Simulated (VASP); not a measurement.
Given:

```
CELL_PARAMETERS angstrom
     -1.66810     1.66810     5.27457
      1.66810    -1.66810     5.27457
      1.66810     1.66810    -5.27457
ATOMIC_POSITIONS crystal
  Mo 0.74418 0.74418 0.00000
  Mo 0.49418 0.99418 0.50000
  Si 0.17182 0.17182 0.00000
  Si 0.92182 0.42182 0.50000
```

Calculation: PBEsol GGA, VASP's PBE PAW potentials (set 64) (plane waves; VASP). Run with 400 eV cut-off, 14×14×14 Γ-centred mesh, tetrahedra with Blöchl corrections, potentials Mo_sv Si.

Q: Tabulate the total density of states (states/eV per cell) against energy (eV; zero at the valence-band maximum or, without a gap, the Fermi level).

A: 
```
E (eV) | DOS (states/eV)
    -9.96 | # 0.38
    -9.64 | ## 0.48
    -9.31 | ## 0.58
    -8.88 | ### 0.75
    -8.56 | ### 0.94
    -8.24 | ##### 1.30
    -7.91 | ######## 2.20
    -7.59 | ##### 1.47
    -7.27 | ######### 2.35
    -6.84 | ### 0.88
    -6.51 |  0.00
    -6.19 |  0.00
    -5.87 |  0.00
    -5.54 |  0.02
    -5.11 | ###### 1.60
    -4.79 | ####### 1.91
    -4.47 | ########### 3.02
    -4.14 | ########## 2.79
    -3.82 | #### 1.08
    -3.50 | ##### 1.31
    -3.06 | ######## 2.09
    -2.74 | ############## 3.80
    -2.42 | ############ 3.19
    -2.10 | ######### 2.44
    -1.77 | #################### 5.49
    -1.45 | ################## 4.76
    -1.02 | ############################## 8.05
    -0.69 | ############## 3.68
    -0.37 | ###### 1.66
    -0.05 | ## 0.53
     0.28 | ## 0.55
     0.71 | ###### 1.67
     1.03 | ######### 2.38
     1.35 | ########## 2.67
     1.68 | ########### 2.92
     2.00 | ############### 4.12
     2.32 | ######### 2.45
     2.75 | ##### 1.38
     3.08 | ####### 1.83
     3.40 | ######### 2.44
```
Within 2 eV below the Fermi level the largest weight inside VASP's projection spheres is Mo d.

The structure was generated: SiMo was put into the NbAs type (I4_1md), which need not be its known phase. It was relaxed first, which changed the volume by -6 %.
